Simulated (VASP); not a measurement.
Consider the following.

```
CsCl
1.0
    5.90479     0.00000     0.00000
   -2.95240     5.11370     0.00000
    0.00000     0.00000     6.93037
Cs Cl
2 2
Cartesian
  2.95240   1.70457   0.43076
  0.00000   3.40914   3.89594
  2.95240   1.70457   3.90211
  0.00000   3.40914   0.43692
```

Method: r2SCAN meta-GGA, VASP's PBE PAW potentials (set 64) (plane waves; VASP). Run with 480 eV cut-off, 4×4×4 Γ-centred mesh, Gaussian smearing of 0.050 eV, potentials Cs_sv Cl.

What does the run give for the energy per atom (σ→0)?

```yaml
energy per atom (σ→0): -17.700 eV/atom
```

Total energies compare only between runs with the same potentials, cut-off and functional.

The structure was generated: CsCl was put into the wurtzite type (P6_3mc), which need not be its known phase. This cell was strained or had an atom moved on purpose.
